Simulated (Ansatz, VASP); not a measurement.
## Cu2Te: VASP beside Ansatz

Wanted: the spread between two codes on one cell, functional and k mesh. The cell is generated by rule, not measured, and may not be a known phase. The cell is taken from a series of runs on this material, whose earlier steps may have relaxed, scaled, displaced or heated it; both programs get it as it stands.

Main program and level: Ansatz 0.2.0; plane waves, with VASP 6.6.1 beside it; single point at PBEsol.

## 1. The starting structure

The structure is cubic, space group Pn-3m (No. 224). Conventional cell: a = 6.056 Å, b = 6.056 Å, c = 6.056 Å, α = 90.00°, β = 90.00°, γ = 90.00°. Nearest to Te lie 4 Cu at 2.62 Å. Cu has 2 Te at 2.62 Å nearest. Farther neighbours and most contacts between anions are not listed.

Structure file:

```xyz
6
Lattice="6.0562 0.0000 0.0000 0.0000 6.0562 0.0000 0.0000 0.0000 6.0562" Properties=species:S:1:pos:R:3 pbc="T T T"
Te    0.0000    0.0000    0.0000
Te    3.0281    3.0281    3.0281
Cu    1.5140    1.5140    1.5140
Cu    4.5421    4.5421    1.5140
Cu    4.5421    1.5140    4.5421
Cu    1.5140    4.5421    4.5421
```

## 2. VASP: single point, PBEsol, pair 1

A single point gives forces, pressure and levels at one fixed geometry, so differences don't come from the geometry; what else differs is listed under the comparison.

Lines of VASP's logs that name or quote its potential files are left out, and so is its time.

Contents of INCAR:

```
SYSTEM = Cu2Te
PREC = Accurate
ENCUT = 600
EDIFF = 1E-06
NELM = 120
ISMEAR = 0
SIGMA = 0.1
LREAL = .FALSE.
ALGO = Normal
GGA = PS
NBANDS = 34
LASPH = .TRUE.
LORBIT = 11
LWAVE = .FALSE.
LCHARG = .FALSE.
ISIF = 2
GGA_COMPAT = .FALSE.
EFERMI = MIDGAP
KPAR = 2
```

Contents of POSCAR:

```
Cu2Te
1.0
    6.0561700000      0.0000000000      0.0000000000
    0.0000000000      6.0561700000      0.0000000000
    0.0000000000      0.0000000000      6.0561700000
Te Cu
2 4
Direct
    0.0000000000      0.0000000000      0.0000000000
    0.5000000000      0.5000000000      0.5000000000
    0.2500000000      0.2500000000      0.2500000000
    0.7500000000      0.7500000000      0.2500000000
    0.7500000000      0.2500000000      0.7500000000
    0.2500000000      0.7500000000      0.7500000000
```

Contents of KPOINTS:

```
Automatic mesh
0
Gamma
4 4 4
0 0 0
```

PAW data sets: Te and Cu (PBE family, release 64).

On the command line:

```
> mpirun -np 2 vasp_std
```

Numbers of over 12 decimals in the logs are rounded to 6 here.

Output:

```text
[banner, memory and clock lines left out]
running    2 mpi-ranks, on    1 nodes
 distrk:  each k-point on    1 cores,    2 groups
 distr:  one band on    1 cores,    1 groups

 POSCAR found type information on POSCAR TeCu
 POSCAR found :  2 types and       6 ions
|                                                                             |
|               ----> ADVICE to this user running VASP <----                  |
|                                                                             |
|     You enforced a specific xc type in the INCAR file but a different       |
|     [... a line on the potential file left out ...]
|     I HOPE YOU KNOW WHAT YOU ARE DOING!                                     |
|                                                                             |

 LDA part: xc-table for (Slater+PW92), standard interpolation
 POSCAR, INCAR and KPOINTS ok, starting setup
 FFT: planning ... GRIDC
 FFT: planning ... GRID_SOFT
 FFT: planning ... GRID
 WAVECAR not read
 entering main loop
       N       E                     dE             d eps       ncg     rms          rms(c)
DAV:   1     0.425084118516E+03    0.42508E+03   -0.23790E+04   680   0.187E+03
DAV:   2     0.174284073528E+02   -0.40766E+03   -0.39767E+03   680   0.371E+02
DAV:   3    -0.195121649819E+02   -0.36941E+02   -0.35532E+02   920   0.147E+02
DAV:   4    -0.217205946153E+02   -0.22084E+01   -0.21920E+01  1032   0.358E+01
DAV:   5    -0.217647932401E+02   -0.44199E-01   -0.44171E-01  1034   0.442E+00    0.965E+00
DAV:   6    -0.216295347416E+02    0.13526E+00   -0.28032E+01   946   0.834E+01    0.716E+00
DAV:   7    -0.204409159226E+02    0.11886E+01   -0.58733E+00   832   0.494E+01    0.260E+00
DAV:   8    -0.204658886748E+02   -0.24973E-01   -0.65479E-01  1046   0.776E+00    0.136E+00
DAV:   9    -0.204471749308E+02    0.18714E-01   -0.64908E-02  1026   0.433E+00    0.457E-01
DAV:  10    -0.204476722357E+02   -0.49730E-03   -0.43963E-03   914   0.353E-01    0.288E-01
DAV:  11    -0.204479435798E+02   -0.27134E-03   -0.61101E-03   918   0.130E+00    0.100E-01
DAV:  12    -0.204477455628E+02    0.19802E-03   -0.11365E-03   916   0.548E-01    0.239E-02
DAV:  13    -0.204477260954E+02    0.19467E-04   -0.86180E-05  1004   0.688E-02    0.909E-03
DAV:  14    -0.204477307281E+02   -0.46327E-05   -0.20566E-05   802   0.211E-02    0.180E-02
DAV:  15    -0.204477314128E+02   -0.68473E-06   -0.11097E-06   498   0.880E-03
   1 F= -.20447731E+02 E0= -.20447731E+02  d E =-.615240E-18
```

Parts of OUTCAR (step 2):

```text
ion  position               nearest neighbor table
   1  0.000  0.000  0.000-   3 2.62   4 2.62   5 2.62   6 2.62
   2  0.500  0.500  0.500-   3 2.62   4 2.62   5 2.62   6 2.62
   3  0.250  0.250  0.250-   1 2.62   2 2.62
   4  0.750  0.750  0.250-   1 2.62   2 2.62
   5  0.750  0.250  0.750-   1 2.62   2 2.62
   6  0.250  0.750  0.750-   1 2.62   2 2.62

  LATTYP: Found a simple cubic cell.
 ALAT       =     6.0561700000

 Subroutine GETGRP returns: Found 48 space group operations
 (whereof 24 operations were pure point group operations)

The static configuration has the point symmetry T_d .
 The point group associated with its full space group is O_h .

 Found     10 irreducible k-points:

   k-points           NKPTS =     10   k-points in BZ     NKDIM =     10   number of bands    NBANDS=     34

   dimension x,y,z NGX =    48 NGY =   48 NGZ =   48
   dimension x,y,z NGXF=    96 NGYF=   96 NGZF=   96

   ENCUT  =  600.0 eV  44.10 Ry    6.64 a.u.  12.10 12.10 12.10*2*pi/ulx,y,z

   NELECT =      56.0000    total number of electrons

 k-points in reciprocal lattice and weights: Automatic mesh
   0.00000000  0.00000000  0.00000000       0.016
   0.25000000  0.00000000  0.00000000       0.094
   0.50000000  0.00000000  0.00000000       0.047
   0.25000000  0.25000000  0.00000000       0.188
   0.50000000  0.25000000  0.00000000       0.188
   0.50000000  0.50000000  0.00000000       0.047
   0.25000000  0.25000000  0.25000000       0.125
   0.50000000  0.25000000  0.25000000       0.188
   0.50000000  0.50000000  0.25000000       0.094
   0.50000000  0.50000000  0.50000000       0.016

 average (electrostatic) potential at core
       1 -93.0372       2 -93.0372       3 -68.7513       4 -68.7513       5 -68.7513
       6 -68.7513

 E-fermi :   0.7702

 k-point     1 :       0.0000    0.0000    0.0000
  band No.  band energies     occupation
    ...
     24      -0.2656      2.00000
     25      -0.2656      2.00000
     26       0.1586      2.00000
     27       0.1586      2.00000
     28       0.1586      2.00000
     29       1.3819      0.00000
     30       2.7022      0.00000
     31       2.7022      0.00000
     32       4.9557      0.00000
     33       4.9557      0.00000
    ...

 k-point     2 :       0.2500    0.0000    0.0000
  band No.  band energies     occupation
    ...
     24      -0.2152      2.00000
     25      -0.2152      2.00000
     26      -0.1083      2.00000
     27       0.1415      2.00000
     28       0.1415      2.00000
     29       2.1582      0.00000
     30       3.0036      0.00000
     31       3.4696      0.00000
     32       4.4695      0.00000
     33       4.4695      0.00000
    ...

 k-point     3 :       0.5000    0.0000    0.0000
  band No.  band energies     occupation
    ...
     24      -0.2921      2.00000
     25       0.0462      2.00000
     26       0.0462      2.00000
     27       0.0685      2.00000
     28       0.0685      2.00000
     29       3.5319      0.00000
     30       3.5319      0.00000
     31       3.8496      0.00000
     32       3.8496      0.00000
     33       4.2190      0.00000
    ...

  Total       -8.8526652     -8.8526652     -8.8526652      0.0000000      0.0000000     -0.0000000
  in kB      -63.8543445    -63.8543445    -63.8543445      0.0000000      0.0000000     -0.0000000
  external PRESSURE =     -63.8543445 kB  Pullay stress =       0.0000000 kB

  energy-cutoff  :      600.00
  volume of cell :      222.12
      direct lattice vectors                 reciprocal lattice vectors
     6.056170000  0.000000000  0.000000000     0.165120860  0.000000000  0.000000000
     0.000000000  6.056170000  0.000000000     0.000000000  0.165120860  0.000000000
     0.000000000  0.000000000  6.056170000     0.000000000  0.000000000  0.165120860

 POSITION                                       TOTAL-FORCE (eV/Angst)
 -----------------------------------------------------------------------------------
      0.00000      0.00000      0.00000         0.000000     -0.000000     -0.000000
      3.02808      3.02808      3.02808         0.000000      0.000000     -0.000000
      1.51404      1.51404      1.51404         0.000000     -0.000000      0.000000
      4.54213      4.54213      1.51404        -0.000000      0.000000      0.000000
      4.54213      1.51404      4.54213        -0.000000     -0.000000      0.000000
      1.51404      4.54213      4.54213         0.000000     -0.000000     -0.000000
 -----------------------------------------------------------------------------------
    total drift:                                0.000000     -0.000000      0.000000

  FREE ENERGIE OF THE ION-ELECTRON SYSTEM (eV)
  ---------------------------------------------------
  free  energy   TOTEN  =       -20.4477314128 eV

  energy  without entropy=      -20.4477314128  energy(sigma->0) =      -20.44773141

 total charge
# of ion       s       p       d       tot
------------------------------------------
    1        1.330   1.987   0.034   3.351
    2        1.330   1.987   0.034   3.351
    3        0.372   0.142   9.304   9.817
    4        0.372   0.142   9.304   9.817
    5        0.372   0.142   9.304   9.817
    6        0.372   0.142   9.304   9.817
--------------------------------------------------
tot          4.149   4.540  37.283  45.972

[... 3 further parts left out ...]
```

This run has no spin polarisation, so a moment on Cu, if there is one, isn't seen.

## 3. Ansatz: single point, PBEsol, pair 1

Ansatz runs on its default PAW (the set named soft_2) files.

The same cell, functional, mesh and smearing now go to Ansatz, which takes its cutoff from its data sets.

Contents of input.yaml:

```yaml
crystal:
  lattice:
    - [6.05617, 0.0, 0.0]
    - [0.0, 6.05617, 0.0]
    - [0.0, 0.0, 6.05617]
  atoms:
    - { symbol: Te, position: [0.0, 0.0, 0.0] }
    - { symbol: Te, position: [0.5, 0.5, 0.5] }
    - { symbol: Cu, position: [0.25, 0.25, 0.25] }
    - { symbol: Cu, position: [0.75, 0.75, 0.25] }
    - { symbol: Cu, position: [0.75, 0.25, 0.75] }
    - { symbol: Cu, position: [0.25, 0.75, 0.75] }
kpoints:
  mp_grid: { grid: [4, 4, 4] }
hamiltonian:
  xc: pbesol
scf:
  occupations: { method: gaussian, width: 0.1 }
output:
  forces: true
  stress: true
  eigenvalues: true
```

On the command line:

```
> ansatz run input.yaml --threads 8 --pin off --max-ram 14336MiB --backend cpu --events-out ev --progress --plain --runs-dir out
```

Output:

```text
Engine: ansatz 0.2.0, aarch64-unknown-linux-gnu
Pseudopotentials: kind: paw
Pseudopotential: Te, paw, valence charge 16, recommended cutoff 420 eV (normal), Te.paw.azcp
Pseudopotential: Cu, paw, valence charge 19, recommended cutoff 420 eV (normal), Cu.paw.azcp
Functional definition: PBEsol
  exchange = pbesol_x
  correlation = pbesol_c
Crystal: 6 atoms, lattice volume = 222.123 Å³
Basis set: ecut = 420 eV, 4385 PW (Γ), exchange–correlation on 90×90×90 points (8 copies of the dense FFT grid, shifted against one another)
Bands: 65, of which v1, the nominal top of the filled ones, is band 54 counted from 1 (53 counted from 0)
Symmetry: 48 space group operations
Space group: Pn-3m (ITA 224), of the structure as read, at distance tolerance 6.1e-5 Å
k-points: 10 of 64
Non-local potential: Te, projectors of the file, l = 0: 2, l = 1: 2, l = 2: 2, l = 3: 2
Non-local potential: Cu, projectors of the file, l = 0: 3, l = 1: 2, l = 2: 3, l = 3: 1
PAW form: soft (Blöchl's): semilocal exchange-correlation on the pseudo side does not see the compensation charge
PAW frozen core: Te, regenerated for the run's functional, and the local potential with it (the file was generated under x = pbe(κ = 0.804, μ = 0.219515), c = pbe(β = 0.066725))
PAW frozen core: Cu, regenerated for the run's functional, and the local potential with it (the file was generated under x = pbe(κ = 0.804, μ = 0.219515), c = pbe(β = 0.066725))
PAW one-centre angular grid: Te, 590 points (default); XC on 64 Gauss nodes
PAW one-centre angular grid: Cu, 590 points (default); XC on 64 Gauss nodes
Initial density: superposition of atomic densities (neutral atoms: chi_scale 0, normalization atom), corrected by the library's trained network
Initial wavefunctions: pseudopotential atomic-orbital guess
Functional: x = pbesol(κ = 0.804, μ = 0.123457), c = pbesol(β = 0.046)
SCF iter   1: F=—  HF=-40154.130452 eV  |F-HF|=—  |Δ(HF+E_count)|=         —  Δρ=5.29e-3  dr2=3.52e-2  ethr=1.77e-3  ⟨swp⟩=7.5  Hψ=2679  notcnv=0  defer=4
preconditioner: auto → Resta (q_TF=auto, 2.419 Å⁻¹)  ε∞=9.6  [insulator: Δε(μ)=1.208 eV  Ē_g=6.364 eV  σ=0.100 eV  W_gap=1.00  n_scr=56 (ndim 8)  ℏωp=18.6 eV  f_vac=0.342  D(μ)=0.00/eV (n_scr^D=0)  ε∞_Penn≈9.6]
SCF iter   2: F=—  HF=-40154.130672 eV  |F-HF|=—  |Δ(HF+E_count)|=   2.20e-4  Δρ=4.06e-3  dr2=2.79e-2  ethr=3.26e-5  ⟨swp⟩=2.0  Hψ=1338  notcnv=0  defer=14
SCF iter   3: F=—  HF=-40154.124343 eV  |F-HF|=—  |Δ(HF+E_count)|=   6.33e-3  Δρ=1.23e-3  dr2=3.45e-3  ethr=2.58e-5  ⟨swp⟩=2.0  Hψ=847  notcnv=0  defer=6
automatic band count: iteration 3 solves 63 bands in place of 65: the levels show a gap, and the empty bands left out lie too high to hold charge; the band table lists the bands solved (type scf.n_extra_bands for more)
SCF iter   4: F=—  HF=-40154.124762 eV  |F-HF|=—  |Δ(HF+E_count)|=   4.19e-4  Δρ=2.42e-4  dr2=2.51e-4  ethr=3.19e-6  ⟨swp⟩=2.1  Hψ=905  notcnv=0  defer=6
SCF iter   5: F=—  HF=-40154.125010 eV  |F-HF|=—  |Δ(HF+E_count)|=   2.48e-4  Δρ=1.21e-4  dr2=5.91e-5  ethr=2.33e-7  ⟨swp⟩=2.0  Hψ=883  notcnv=0  defer=6
SCF iter   6: F=—  HF=-40154.125046 eV  |F-HF|=—  |Δ(HF+E_count)|=   3.65e-5  Δρ=7.15e-5  dr2=8.54e-6  ethr=5.47e-8  ⟨swp⟩=2.0  Hψ=884  notcnv=0  defer=6
SCF iter   7: F=—  HF=-40154.125049 eV  |F-HF|=—  |Δ(HF+E_count)|=   3.15e-6  Δρ=1.52e-5  dr2=4.33e-7  ethr=7.90e-9  ⟨swp⟩=2.0  Hψ=984  notcnv=0  defer=6
SCF iter   8: F=-40154.125050 eV  HF=-40154.125050 eV  |F-HF|=1.46e-9  |Δ(HF+E_count)|=   2.00e-7  Δρ=3.74e-6  dr2=3.96e-8  ethr=9.26e-11  ⟨swp⟩=9.4  Hψ=2718  notcnv=0
SCF 1 converged in 8 iterations: F = -40154.125050 eV  dr2 = 3.96e-8
  greatest PAW one-centre occupation: 1.000 electrons in one spin orbital (limit 2), on the Cu atom at site 5 (counted from 0), in its partial waves of l = 0
SCF converged after 8 iterations
Free energy (F): -40154.125050 eV
Harris-Foulkes:  -40154.125050 eV  (|F-HF|=1.46e-9)
Internal energy: -40154.125050 eV  (E = F + TS)
E sigma→0 (E₀):  -40154.125050 eV
Fermi energy:    3.582584 eV
--- Per-component energies (eV) ---
  E_band       = -2985.447513
  E_kinetic    = 1555.105233
  E_local      = -28074.023133  (includes V_loc(G=0)·N_el)
  E_nonlocal   = 1006.194063
  E_hartree    = 12913.518285
  E_xc         = -584.433734
  E_vxc        = -645.359415  (∫ρ·V_xc dr)
  E_paw        = -15726.835428  (= ΣΔE_a)
  E_vpaw       = -2654.438342  (= ΣTr[D̂ρ^β])
  E_aug_tail   = 0.000721  (compensation charges beyond the density's cutoff)
  E_ewald      = -11245.225497
  E_core_change = 1.574439  (= ΣΔE_core)
  E_smearing   = -0.000000  (= −TS)
  E_closure    = 0.000000  (closes the sum)
  Σ components = -40154.125050   (vs F -40154.125050, Δ=0.00e0)
--- Forces (eV/Å), atoms counted from 1 ---
  atom   1  Te    -0.00000000     0.00000000     0.00000000
  atom   2  Te     0.00000000     0.00000000    -0.00000000
  atom   3  Cu     0.00000000    -0.00000000    -0.00000000
  atom   4  Cu     0.00000000    -0.00000000     0.00000000
  atom   5  Cu     0.00000000    -0.00000000     0.00000000
  atom   6  Cu     0.00000000    -0.00000000    -0.00000000
  max |Σ_I F_I| component: 1.45e-19 eV/Å
--- Stress (GPa, compression-positive) ---
       -6.512614       0.000000       0.000000
        0.000000      -6.512614       0.000000
        0.000000       0.000000      -6.512614
  P = ⅓ Tr σ = -6.5126 GPa (-65.126 kbar)
--- Band table (eV; the first three rows and the last of 10) ---
  k-point 0: bands = [... 50 lower, 2.5499, 2.9666, 2.9666, 2.9666, 4.1797, 5.5008, 5.5008, 7.7524, ... 5 higher]
  k-point 1: bands = [... 50 lower, 2.5929, 2.7000, 2.9493, 2.9493, 4.9537, 5.8029, 6.2687, 7.2648, ... 5 higher]
  k-point 2: bands = [... 50 lower, 2.8539, 2.8539, 2.8761, 2.8761, 6.3263, 6.3263, 6.6499, 6.6499, ... 5 higher]
  k-point 9: bands = [... 50 lower, 2.5523, 2.7675, 2.7675, 2.7675, 6.6570, 6.8637, 6.8637, 6.8637, ... 5 higher]
```

The run ends at a pressure of -6.51 GPa.

## 4. Differences

Known differences besides the potentials themselves: the data sets hold 108 valence electrons in Ansatz (on its default PAW (the set named soft_2) files) and 56 in VASP; the cutoff is 420 eV in Ansatz and 600 eV in VASP; Ansatz makes its cores anew for this functional, VASP keeps those of its PBE data sets. Total energies have different zeros and are not compared.

Both answers:

```csv
quantity,Ansatz,VASP,difference
pressure (GPa),-6.51,-6.39,-0.13
gap on the k mesh (eV),1.213,1.223,-0.010
```

A gap on the mesh is an upper bound, since the band edges may lie between its points.

## 5. VASP: single point, PBEsol, pair 2

With cell and atoms fixed, the geometry can't cause a difference; cores, projectors, grids and the points listed under the comparison can. The cell compared in this pair holds 170.73 Å³, against 222.12 Å³ for the pair before.

Edit INCAR of step 2 so:

```diff
@@ -6,3 +6,3 @@
 ISMEAR = 0
-SIGMA = 0.1
+SIGMA = 0.02
 LREAL = .FALSE.
```

Contents of POSCAR:

```
Cu2Te
1.0
    5.5475960802      0.0000000000      0.0000000000
    0.0000000000      5.5475960802      0.0000000000
    0.0000000000      0.0000000000      5.5475960802
Te Cu
2 4
Direct
    0.0000000000      0.0000000000      0.0000000000
    0.5000000000      0.5000000000      0.5000000000
    0.2449015266      0.2500000000      0.2550984734
    0.7449015266      0.7500000000      0.2449015266
    0.7550984734      0.2500000000      0.7449015266
    0.2550984734      0.7500000000      0.7550984734
```

KPOINTS is that of step 2.

On the command line:

```
> mpirun -np 2 vasp_std
```

Output:

```text
[banner, memory and clock lines left out]
running    2 mpi-ranks, on    1 nodes
[...]
[... a notice as in an earlier step ...]

 LDA part: xc-table for (Slater+PW92), standard interpolation
 POSCAR, INCAR and KPOINTS ok, starting setup
[...]
entering main loop
       N       E                     dE             d eps       ncg     rms          rms(c)
DAV:   1     0.445908038108E+03    0.44591E+03   -0.25002E+04  1224   0.207E+03
DAV:   2     0.188596617378E+02   -0.42705E+03   -0.41738E+03  1224   0.397E+02
DAV:   3    -0.216787545415E+02   -0.40538E+02   -0.39380E+02  1554   0.165E+02
DAV:   4    -0.236796598920E+02   -0.20009E+01   -0.19882E+01  1894   0.378E+01
[...]
DAV:  13    -0.217632145119E+02   -0.28974E-05   -0.50196E-05  1844   0.452E-02    0.147E-02
DAV:  14    -0.217632111474E+02    0.33645E-05   -0.77138E-06  1514   0.496E-02    0.138E-02
DAV:  15    -0.217632108225E+02    0.32484E-06   -0.38158E-06  1162   0.112E-02
   1 F= -.21763211E+02 E0= -.21763211E+02  d E =0.000000E+00
```

From OUTCAR (step 5):

```text
  Total        0.1529489      0.1653178      0.1529489      0.0000000      0.0000000      0.0000000
  in kB        1.4352992      1.5513711      1.4352992      0.0000000      0.0000000      0.0000000
  external PRESSURE =       1.4739898 kB  Pullay stress =       0.0000000 kB

 POSITION                                       TOTAL-FORCE (eV/Angst)
 -----------------------------------------------------------------------------------
      0.00000      0.00000      0.00000         0.000000      0.000000      0.000000
      2.77380      2.77380      2.77380         0.000000      0.000000      0.000000
      1.35861      1.38690      1.41518        -0.008546     -0.000000      0.008546
      4.13241      4.16070      1.35861        -0.008546      0.000000     -0.008546
      4.18898      1.38690      4.13241         0.008546      0.000000     -0.008546
      1.41518      4.16070      4.18898         0.008546     -0.000000      0.008546
 -----------------------------------------------------------------------------------
    total drift:                                0.000000      0.000000      0.000000

  FREE ENERGIE OF THE ION-ELECTRON SYSTEM (eV)
  ---------------------------------------------------
  free  energy   TOTEN  =       -21.7632108225 eV

  energy  without entropy=      -21.7632108225  energy(sigma->0) =      -21.76321082

[... 3 further parts left out ...]
[key lines of the parts left out:]
E-fermi :   2.8279
```

The run ends at a pressure of 0.15 GPa, with forces up to 0.012 eV/Å.

[end of part 1 of 2]

[Lines on the potential files, build, host, timing and source positions are cut from VASP's logs without a mark.]

[Logs are printed without paths, hosts, clocks, repeated set-up lines and the standing remarks that a program may print on its own settings, such as how far it seeks lower states.]

[Hosts, paths, dates, database ids (printed as entryN), source tags and the programs' standing remarks are cut or masked in the printed files.]
